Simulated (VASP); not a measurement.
Method: PBE GGA, VASP's PBE PAW potentials (set 64) (plane waves; VASP).

The input files of a VASP run:

### POSCAR
```
Er
1
    1.7914734338    -3.1029225618    -0.0000000000
    1.7914734338     3.1029225618    -0.0000000000
    0.0000000000    -0.0000000000     5.5347515766
Er
2
Direct
  0.3333330000   0.6666670000   0.2500000000
  0.6666670000   0.3333330000   0.7500000000
```

**KPOINTS**
```
kpoints
0
gamma
  13 13 8
0 0 0
```

### INCAR
```
ALGO=Normal
EDIFF=1E-7
ENCUT=400
GGA=PE
ISIF=2
ISMEAR=-5
LASPH=T
LCHARG=T
LMAXMIX=6
LORBIT=11
LREAL=F
LWAVE=F
NEDOS=601
NELM=100
PREC=Accurate
SYSTEM=Er
```

POTCAR, in this order: Er_3 (PBE.64 set). Program: vasp_std.

The run wrote:

OSZICAR:
```
       N       E                     dE             d eps       ncg     rms          rms(c)
DAV:   1     0.388285212925E+02    0.38829E+02   -0.78272E+03  4717   0.118E+03
DAV:   2    -0.675009489322E+01   -0.45579E+02   -0.44463E+02  4570   0.479E+02
DAV:   3    -0.889935155645E+01   -0.21493E+01   -0.20633E+01  4916   0.532E+01
DAV:   4    -0.898735943005E+01   -0.88008E-01   -0.84747E-01  4912   0.100E+01
DAV:   5    -0.899120827287E+01   -0.38488E-02   -0.39257E-02  4750   0.181E+00    0.246E+01
DAV:   6    -0.898574201808E+01    0.54663E-02   -0.31379E-02  4579   0.339E+00    0.147E+01
DAV:   7    -0.899498986967E+01   -0.92479E-02   -0.55124E-02  4450   0.442E+00    0.368E-01
DAV:   8    -0.899476077793E+01    0.22909E-03   -0.36357E-03  4445   0.871E-01    0.900E-02
DAV:   9    -0.899476571420E+01   -0.49363E-05   -0.20697E-04  4669   0.198E-01    0.324E-02
DAV:  10    -0.899476019830E+01    0.55159E-05   -0.28306E-05  4626   0.670E-02    0.448E-02
DAV:  11    -0.899476089345E+01   -0.69514E-06   -0.24283E-06  4563   0.195E-02    0.472E-03
DAV:  12    -0.899476119168E+01   -0.29823E-06   -0.19975E-07  2885   0.692E-03    0.164E-03
DAV:  13    -0.899476117549E+01    0.16190E-07   -0.37324E-08  2475   0.811E-03
   1 F= -.89947612E+01 E0= -.89947612E+01  d E =0.000000E+00
```

OUTCAR:
```
------------------------ aborting loop because EDIFF is reached ----------------------------------------
  FORCE on cell =-STRESS in cart. coord.  units (eV):
  Direction    XX          YY          ZZ          XY          YZ          ZX
  --------------------------------------------------------------------------------------
  Total        0.0308862      0.0308861      0.1175388      0.0000000      0.0000000     -0.0000000
  in kB        0.8042018      0.8042015      3.0604290      0.0000000      0.0000000     -0.0000000
  external PRESSURE =       1.5562774 kB  Pullay stress =       0.0000000 kB
  volume of cell :       61.53
      direct lattice vectors                 reciprocal lattice vectors
     1.791473434 -3.102922562  0.000000000     0.279099869 -0.161138407  0.000000000
     1.791473434  3.102922562  0.000000000     0.279099869  0.161138407  0.000000000
     0.000000000  0.000000000  5.534751577     0.000000000  0.000000000  0.180676583
 POSITION                                       TOTAL-FORCE (eV/Angst)
 -----------------------------------------------------------------------------------
      1.79147      1.03431      1.38369         0.000000     -0.000000      0.000000
      1.79147     -1.03431      4.15106        -0.000000      0.000000      0.000000
 -----------------------------------------------------------------------------------
    total drift:                                0.000002      0.000088     -0.000012
  FREE ENERGIE OF THE ION-ELECTRON SYSTEM (eV)
  ---------------------------------------------------
  free  energy   TOTEN  =        -8.9947611755 eV

  energy  without entropy=       -8.9947611755  energy(sigma->0) =       -8.99476118

 total charge

# of ion       s       p       d       tot
------------------------------------------
    1        0.510   6.532   1.068   8.110
    2        0.510   6.532   1.068   8.110
--------------------------------------------------
tot          1.020  13.064   2.135  16.220
```
(Selected blocks of OUTCAR.)

The 4f electrons are frozen in the core of the lanthanide potential, so 4f levels, which can set the real gap, and their magnetism are missing. For a metal the tetrahedron method with Blöchl corrections gives inexact stress and forces.

The compound is Er in the hcp structure. It was relaxed first.
